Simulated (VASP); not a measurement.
Input:

```
CELL_PARAMETERS angstrom
     -2.24657     2.24657     3.40684
      2.24657    -2.24657     3.40684
      2.24657     2.24657    -3.40684
ATOMIC_POSITIONS crystal
  B  0.25000 0.75000 0.50000
  As 0.00000 0.00000 0.00000
  O  0.14372 0.02657 0.43557
  O  0.97343 0.40899 0.11715
  O  0.59101 0.70815 0.56443
  O  0.29185 0.85628 0.88285
```

These are r2SCAN meta-GGA, VASP's PBE PAW potentials (set 64) (plane waves; VASP 6.6.1) values and carry that method's errors. Numerical set-up: 520 eV cut-off, 8×8×8 Γ-centred mesh, tetrahedra with Blöchl corrections, potentials B As O.

### Question
Give the energies of bands 6 to 19 at the high-symmetry points, in eV from the valence-band maximum.

### Answer

```json
[
 {"band": "6", "Γ": "-6.55", "X": "-7.83", "P": "-7.74", "N": "-6.76", "M": "-7.14", "S": "-7.13", "R": "-7.51"},
 {"band": "7", "Γ": "-6.55", "X": "-5.33", "P": "-5.57", "N": "-6.02", "M": "-5.53", "S": "-5.82", "R": "-5.46"},
 {"band": "8", "Γ": "-5.61", "X": "-5.17", "P": "-5.42", "N": "-5.46", "M": "-5.53", "S": "-5.30", "R": "-5.37"},
 {"band": "9", "Γ": "-3.16", "X": "-3.15", "P": "-3.06", "N": "-3.19", "M": "-2.58", "S": "-3.19", "R": "-3.24"},
 {"band": "10", "Γ": "-2.40", "X": "-3.15", "P": "-2.80", "N": "-2.71", "M": "-2.51", "S": "-2.78", "R": "-2.90"},
 {"band": "11", "Γ": "-1.71", "X": "-1.90", "P": "-1.85", "N": "-1.98", "M": "-2.04", "S": "-2.03", "R": "-2.19"},
 {"band": "12", "Γ": "-0.72", "X": "-1.85", "P": "-1.69", "N": "-1.41", "M": "-1.99", "S": "-1.76", "R": "-1.80"},
 {"band": "13", "Γ": "-0.72", "X": "-0.68", "P": "-0.70", "N": "-1.16", "M": "-1.99", "S": "-1.35", "R": "-0.87"},
 {"band": "14", "Γ": "-0.52", "X": "-0.29", "P": "-0.43", "N": "-0.85", "M": "-1.68", "S": "-0.95", "R": "-0.64"},
 {"band": "15", "Γ": "-0.52", "X": "-0.27", "P": "-0.37", "N": "-0.30", "M": "-0.02", "S": "-0.18", "R": "-0.21"},
 {"band": "16", "Γ": "-0.48", "X": "-0.25", "P": "-0.27", "N": "0.00", "M": "-0.02", "S": "-0.10", "R": "-0.17"},
 {"band": "17", "Γ": "5.37", "X": "6.53", "P": "6.53", "N": "6.46", "M": "7.13", "S": "6.87", "R": "6.71"},
 {"band": "18", "Γ": "8.40", "X": "9.42", "P": "9.32", "N": "9.26", "M": "9.03", "S": "8.73", "R": "9.00"},
 {"band": "19", "Γ": "10.61", "X": "9.61", "P": "9.52", "N": "9.61", "M": "9.09", "S": "9.29", "R": "9.57"}
]
```

The gap is indirect, 5.36 eV, from the valence maximum at N to the conduction minimum at Γ.

The structure comes from a computed database's BAsO4 entry (I-4); how it stands against other phases isn't given here. It was relaxed first.
